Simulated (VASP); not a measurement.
These are modified Becke-Johnson potential (mBJ) with spin-orbit coupling, VASP's PBE PAW potentials (set 64) (plane waves; VASP) values and carry that method's errors.

A VASP calculation is set up with these files.

### KPOINTS_OPT
```
k-points along high-symmetry lines
11
Line-mode
Reciprocal
  0.000000   0.000000   0.000000 ! GAMMA
 -0.500000  -0.500000   0.000000 ! X

 -0.500000  -0.500000   0.000000 ! X
 -0.375000  -0.375000   0.250000 ! U

 -0.375000   0.000000   0.375000 ! K
  0.000000   0.000000   0.000000 ! GAMMA

  0.000000   0.000000   0.000000 ! GAMMA
  0.000000   0.000000   0.500000 ! L

  0.000000   0.000000   0.500000 ! L
 -0.500000  -0.250000   0.250000 ! W

 -0.500000  -0.250000   0.250000 ! W
 -0.500000  -0.500000   0.000000 ! X
```

**POSCAR**
```
BAs
1.0
  0.0000000000   2.4082996404   2.4082996404
  2.4082996404   0.0000000000   2.4082996404
  2.4082996404   2.4082996404   0.0000000000
B As
1 1
Direct
  0.0000000000   0.0000000000   0.0000000000
  0.2500000000   0.2500000000   0.2500000000
```

INCAR:
```
SYSTEM=BAs
LSORBIT=T
LMIXTAU=T
LREAL=F
EDIFF=1E-6
LASPH=T
ISMEAR=0
NELM=200   ! most electronic steps
LMAXMIX=4   ! l cut-off of mixed one-centre charges
LWAVE=F
GGA_COMPAT=F
METAGGA=MBJ
ALGO=Normal
ENCUT=450
LCHARG=F
PREC=Accurate
SIGMA=0.05
ISIF=0
MAGMOM=6*0
```

**KPOINTS**
```
Regular mesh
0
gamma
8 8 8
0 0 0
```

POTCAR, in this order: B As (PBE.64 set). Program: vasp_ncl. Read from the step before: WAVECAR.

The resulting files:

OSZICAR:
```
       N       E                     dE             d eps       ncg     rms          rms(c)
DAV:   1     0.115530526203E+03    0.11553E+03   -0.98840E-01  1392   0.135E+01    0.123E+00
DAV:   2     0.115443911348E+03   -0.86615E-01   -0.99533E-01  1384   0.109E+01    0.241E+00
DAV:   3     0.115520739819E+03    0.76828E-01   -0.39248E-02  1696   0.195E+00    0.235E+00
DAV:   4     0.115396789367E+03   -0.12395E+00   -0.22197E-03  1488   0.480E-01    0.317E+00
DAV:   5     0.116020128081E+03    0.62334E+00   -0.34184E-02  1504   0.177E+00    0.612E-01
DAV:   6     0.116093656409E+03    0.73528E-01   -0.60241E-03  1528   0.864E-01    0.721E-01
DAV:   7     0.116198805593E+03    0.10515E+00   -0.14997E-03  1520   0.351E-01    0.846E-01
DAV:   8     0.116144817905E+03   -0.53988E-01   -0.13103E-03  1464   0.411E-01    0.127E-01
DAV:   9     0.116144459222E+03   -0.35868E-03   -0.68366E-05  1488   0.888E-02    0.130E-01
DAV:  10     0.116117604633E+03   -0.26855E-01   -0.83470E-05  1392   0.933E-02    0.209E-02
DAV:  11     0.116109909858E+03   -0.76948E-02   -0.82587E-05  1376   0.929E-02    0.179E-02
DAV:  12     0.116111009671E+03    0.10998E-02   -0.14402E-05  1648   0.402E-02    0.128E-02
DAV:  13     0.116111137558E+03    0.12789E-03   -0.51341E-07   816   0.742E-03    0.112E-02
DAV:  14     0.116113159458E+03    0.20219E-02   -0.39845E-07   688   0.628E-03    0.411E-03
DAV:  15     0.116114161543E+03    0.10021E-02   -0.68355E-07  1000   0.967E-03    0.608E-04
DAV:  16     0.116114063077E+03   -0.98466E-04   -0.78967E-08   688   0.267E-03    0.302E-04
DAV:  17     0.116114147130E+03    0.84053E-04   -0.12341E-08   688   0.125E-03    0.587E-04
DAV:  18     0.116114144316E+03   -0.28145E-05   -0.10566E-09   688   0.317E-04    0.556E-04
DAV:  19     0.116114142025E+03   -0.22907E-05   -0.13515E-10   688   0.117E-04    0.560E-04
DAV:  20     0.116114101289E+03   -0.40736E-04   -0.64635E-10   688   0.351E-04    0.420E-04
DAV:  21     0.116114050950E+03   -0.50339E-04   -0.72237E-10   688   0.301E-04    0.287E-04
DAV:  22     0.116114007321E+03   -0.43629E-04   -0.11963E-09   688   0.348E-04    0.137E-04
DAV:  23     0.116113963732E+03   -0.43589E-04   -0.25783E-10   688   0.191E-04    0.442E-05
DAV:  24     0.116113961354E+03   -0.23781E-05   -0.66667E-11   688   0.979E-05    0.251E-05
DAV:  25     0.116113960134E+03   -0.12205E-05   -0.33144E-11   688   0.619E-05    0.112E-05
DAV:  26     0.116113956961E+03   -0.31728E-05   -0.19656E-11   688   0.475E-05    0.910E-06
DAV:  27     0.116113955494E+03   -0.14670E-05   -0.29071E-12   688   0.193E-05    0.288E-06
DAV:  28     0.116113955294E+03   -0.20055E-06   -0.89357E-13   688   0.894E-06
   1 F= 0.11611396E+03 E0= 0.11611396E+03  d E =-.407495E-13  mag=    -0.0000     0.0000     0.0000
       N       E                     dE             ncg
       N       E                     dE             ncg
```

OUTCAR:
```
------------------------ aborting loop because EDIFF is reached ----------------------------------------
  volume of cell :       27.94
      direct lattice vectors                 reciprocal lattice vectors
     0.000000000  2.408299640  2.408299640    -0.207615361  0.207615361  0.207615361
     2.408299640  0.000000000  2.408299640     0.207615361 -0.207615361  0.207615361
     2.408299640  2.408299640  0.000000000     0.207615361  0.207615361 -0.207615361
  FREE ENERGIE OF THE ION-ELECTRON SYSTEM (eV)
  ---------------------------------------------------
  free  energy   TOTEN  =       116.1139552935 eV

  energy  without entropy=      116.1139552935  energy(sigma->0) =      116.11395529

     CMBJ =    1.0000

     CMBJA=   -0.0120

     CMBJB=    1.0230

     CMBJE=    0.5000

    CMBJ =    1.2121

 Ion:    1  E_soc:     -0.0000077

 Ion:    2  E_soc:     -0.0197785
```
(Selected blocks of OUTCAR.)

**OUTCAR**
```
 val. band max:        5.6942021284   @ k =   0.0000   0.0000   0.0000

 cond. band min:       7.4281955572   @ k =   0.3750   0.3750   0.0000


 Fermi energy:         5.9272152141

 k-point     1 :       0.0000    0.0000    0.0000
  band No.  band energies     occupation
      1      -9.4004      1.00000
      2      -9.4004      1.00000
      3       5.4907      1.00000
      4       5.4907      1.00000
      5       5.6942      1.00000
      6       5.6942      1.00000
      7       5.6942      1.00000
      8       5.6942      1.00000
      9       9.2713      0.00000
     10       9.2713      0.00000
     11       9.4594      0.00000
     12       9.4594      0.00000
     13       9.4594      0.00000
     14       9.4594      0.00000
     15      10.8729      0.00000
     16      10.8729      0.00000

 k-point     2 :       0.1250    0.0000    0.0000
  band No.  band energies     occupation
      1      -9.1499      1.00000
      2      -9.1499      1.00000
      3       3.7841      1.00000
      4       3.7841      1.00000
      5       5.1745      1.00000
      6       5.1745      1.00000
      7       5.3033      1.00000
      8       5.3050      1.00000
      9       9.5094      0.00000
     10       9.5094      0.00000
     11       9.8884      0.00000
     12       9.8884      0.00000
     13      10.0023      0.00000
     14      10.0053      0.00000
     15      12.1209      0.00000
     16      12.1209      0.00000

 k-point     3 :      -0.1250    0.0000    0.0000
  band No.  band energies     occupation
      1      -9.1499      1.00000
      2      -9.1499      1.00000
      3       3.7841      1.00000
      4       3.7841      1.00000
      5       5.1745      1.00000
      6       5.1745      1.00000
      7       5.3033      1.00000
      8       5.3050      1.00000
      9       9.5094      0.00000
     10       9.5094      0.00000
     11       9.8884      0.00000
     12       9.8884      0.00000
     13      10.0023      0.00000
...
```

mBJ is a potential without an energy functional, so only the levels count.

The compound is BAs in the zinc blende structure. It was relaxed first. The cell's shape comes from a PBE relaxation.
